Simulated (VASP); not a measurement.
All values below come from PBE GGA with D3 dispersion (Becke-Johnson damping), VASP's PBE PAW potentials (set 64) (plane waves; VASP).

A VASP calculation is set up with these files.

**KPOINTS**
```
k-points along high-symmetry lines
15
Line-mode
Reciprocal
  0.000000   0.000000   0.000000 ! GAMMA
  0.500000   0.000000   0.500000 ! X

  0.500000   0.000000   0.500000 ! X
  0.625000   0.250000   0.625000 ! U

  0.375000   0.375000   0.750000 ! K
  0.000000   0.000000   0.000000 ! GAMMA

  0.000000   0.000000   0.000000 ! GAMMA
  0.500000   0.500000   0.500000 ! L

  0.500000   0.500000   0.500000 ! L
  0.500000   0.250000   0.750000 ! W

  0.500000   0.250000   0.750000 ! W
  0.500000   0.000000   0.500000 ! X
```

POSCAR:
```
AgCl
1
    0.0000000000     2.7527103001     2.7527103001
    2.7527103001     0.0000000000     2.7527103001
    2.7527103001     2.7527103001     0.0000000000
Ag Cl
1 1
Direct
  0.0000000000   0.0000000000   0.0000000000
  0.5000000000   0.5000000000   0.5000000000
```

### INCAR
```
# general
SYSTEM  = AgCl
PREC    = Accurate
ENCUT   = 520
LREAL   = F
LASPH   = T
ICHARG  = 11

# electronic loop
EDIFF   = 1E-7
NELM    = 100
ALGO    = Normal
LMAXMIX = 4

# smearing
ISMEAR  = 0
SIGMA   = 0.05

# functional
GGA     = PE
IVDW    = 12

# output
LWAVE   = F
LCHARG  = F
LORBIT  = 11
```

POTCAR, in this order: Ag Cl (PBE.64 set). Program: vasp_std. Read from the step before: CHGCAR.

The resulting files:

OUTCAR:
```
 ion  position               nearest neighbor table
   1  0.000  0.000  0.000-   2 2.75   2 2.75   2 2.75   2 2.75   2 2.75   2 2.75
   2  0.500  0.500  0.500-   1 2.75   1 2.75   1 2.75   1 2.75   1 2.75   1 2.75
  LATTYP: Found a face centered cubic cell.
 ALAT       =     5.5054206002
 Subroutine PRICEL returns:
 Original cell was already a primitive cell.
 Subroutine GETGRP returns: Found 48 space group operations
The static configuration has the point symmetry O_h .
The dynamic configuration has the point symmetry O_h .
 Subroutine INISYM returns: Found 48 space group operations
   k-points           NKPTS =     90   k-points in BZ     NKDIM =     90   number of bands    NBANDS=     13
   number of dos      NEDOS =    301   number of ions     NIONS =      2
   total plane-waves  NPLWV =  27000
   dimension x,y,z NGX =    30 NGY =   30 NGZ =   30
   dimension x,y,z NGXF=    60 NGYF=   60 NGZF=   60
   ions per type =               1   1
   PREC   = accura    normal or accurate (medium, high low for compatibility)
   ISTART =      0    job   : 0-new  1-cont  2-samecut
   ICHARG =     11    charge: 1-file 2-atom 10-const
   ISPIN  =      1    spin polarized calculation?
   LNONCOLLINEAR =      F non collinear calculations
   LSORBIT =      F    spin-orbit coupling
   INIWAV =      1    electr: 0-lowe 1-rand  2-diag
   ENCUT  =  520.0 eV  38.22 Ry    6.18 a.u.   7.24  7.24  7.24*2*pi/ulx,y,z
   NELM   =    100;   NELMIN=  2; NELMDL= -5     # of ELM steps
   EDIFF  = 0.1E-06   stopping-criterion for ELM
   LREAL  =      F    real-space projection
   NLSPLINE    = F    spline interpolate recip. space projectors
   LMAXMIX     =    4 max onsite mixed and CHGCAR
   VOSKOWN=      0    Vosko Wilk Nusair interpolation
   EDIFFG = 0.1E-05   stopping-criterion for IOM
   NSW    =      0    number of steps for IOM
   NBLOCK =      1;   KBLOCK =      1    inner block; outer block
   IBRION =     -1    ionic relax: 0-MD 1-quasi-New 2-CG
   NFREE  =      0    steps in history (QN), initial steepest desc. (CG)
   ISIF   =      2    stress and relaxation
   ISYM   =      2    0-nonsym 1-usesym 2-fastsym
   TEIN   =    0.0    initial temperature
   TEBEG  =    0.0;   TEEND  =   0.0 temperature during run
   SMASS  =  -3.00    Nose mass-parameter (am)
   PSTRESS=    0.0 pullay stress
   NELECT =      18.0000    total number of electrons
   EFERMI =   0.00;   METHOD = LEGACY
   ISMEAR =     0;   SIGMA  =   0.05  broadening in eV -4-tet -1-fermi 0-gaus
   IALGO  =     38    algorithm
   LDIAG  =      T    sub-space diagonalisation (order eigenvalues)
   IMIX   =      4    mixing-type and parameters
     AMIX     =   0.40;   BMIX     =  1.00
     AMIX_MAG =   1.60;   BMIX_MAG =  1.00
     AMIN     =   0.10
   GGA     = PE    functional components
   VOSKOWN =     0    Vosko Wilk Nusair interpolation
   LHFCALC =     F    Hartree Fock is set to
   LHFONE  =     F    Hartree Fock one center treatment
   AEXX    =    0.0000 exact exchange contribution
   IVDW    =    12    specifies the selected vdW correction
   LEPSILON=     F    determine dielectric tensor
   LRPA    =     F    only Hartree local field effects (RPA)
  energy-cutoff  :      520.00
  volume of cell :       41.72
      direct lattice vectors                 reciprocal lattice vectors
     0.000000000  2.752710300  2.752710300    -0.181639165  0.181639165  0.181639165
     2.752710300  0.000000000  2.752710300     0.181639165 -0.181639165  0.181639165
     2.752710300  2.752710300  0.000000000     0.181639165  0.181639165 -0.181639165
 k-point     1 :   0.0000 0.0000 0.0000  plane waves:    1139
 k-point     2 :   0.0357 0.0000 0.0357  plane waves:    1119
 k-point     3 :   0.0714 0.0000 0.0714  plane waves:    1127
 k-point     4 :   0.1071 0.0000 0.1071  plane waves:    1127
 k-point     5 :   0.1429 0.0000 0.1429  plane waves:    1138
 k-point     6 :   0.1786 0.0000 0.1786  plane waves:    1130
 k-point     7 :   0.2143 0.0000 0.2143  plane waves:    1118
 k-point     8 :   0.2500 0.0000 0.2500  plane waves:    1118
 k-point     9 :   0.2857 0.0000 0.2857  plane waves:    1106
 k-point    10 :   0.3214 0.0000 0.3214  plane waves:    1118
...
```

OSZICAR:
```
       N       E                     dE             d eps       ncg     rms          rms(c)
DAV:   1     0.995930429486E+02    0.99593E+02   -0.90082E+03  2444   0.125E+03
DAV:   2    -0.153699859457E+01   -0.10113E+03   -0.94747E+02  2815   0.255E+02
DAV:   3    -0.543934715234E+01   -0.39023E+01   -0.38918E+01  2760   0.529E+01
DAV:   4    -0.546922603025E+01   -0.29879E-01   -0.29876E-01  2685   0.521E+00
DAV:   5    -0.546965527170E+01   -0.42924E-03   -0.42923E-03  2780   0.621E-01
DAV:   6    -0.546966331626E+01   -0.80446E-05   -0.80446E-05  2710   0.843E-02
DAV:   7    -0.546966348712E+01   -0.17087E-06   -0.17089E-06  2800   0.124E-02
DAV:   8    -0.546966349038E+01   -0.32524E-08   -0.32428E-08  1868   0.184E-03
   1 F= -.61476349E+01 E0= -.61476349E+01  d E =-.209691E-13
```

File OUTCAR:
```
 val. band max:        4.1023787597   @ k =   0.5000   0.5000   0.5000

 cond. band min:       5.0069661474   @ k =   0.0000   0.0000   0.0000



 k-point     1 :       0.0000    0.0000    0.0000
  band No.  band energies     occupation
      1     -11.1975      2.00000
      2       1.5718      2.00000
      3       1.5718      2.00000
      4       1.5718      2.00000
      5       1.6141      2.00000
      6       1.6141      2.00000
      7       1.6869      2.00000
      8       1.6869      2.00000
      9       1.6869      2.00000
     10       5.0070      0.00000
     11      14.9474      0.00000
     12      14.9474      0.00000
     13      14.9474      0.00000

 k-point     2 :       0.0357    0.0000    0.0357
  band No.  band energies     occupation
      1     -11.1903      2.00000
      2       1.2753      2.00000
      3       1.4826      2.00000
      4       1.4826      2.00000
      5       1.5674      2.00000
      6       1.6165      2.00000
      7       1.7771      2.00000
      8       1.7771      2.00000
      9       1.9795      2.00000
     10       5.1012      0.00000
     11      14.7838      0.00000
     12      14.8843      0.00000
     13      14.8843      0.00000

 k-point     3 :       0.0714    0.0000    0.0714
  band No.  band energies     occupation
      1     -11.1693      2.00000
      2       0.8874      2.00000
      3       1.3593      2.00000
      4       1.3593      2.00000
      5       1.5545      2.00000
      6       1.6238      2.00000
      7       1.9024      2.00000
      8       1.9024      2.00000
      9       2.2383      2.00000
     10       5.3714      0.00000
     11      14.4425      0.00000
     12      14.7301      0.00000
     13      14.7301      0.00000

 k-point     4 :       0.1071    0.0000    0.1071
  band No.  band energies     occupation
      1     -11.1358      2.00000
      2       0.5118      2.00000
      3       1.2431      2.00000
      4       1.2431      2.00000
...
```

The density is held fixed in this step, so its total energy and stress have no physical meaning.

The compound is AgCl in the rock salt structure. It was relaxed first.
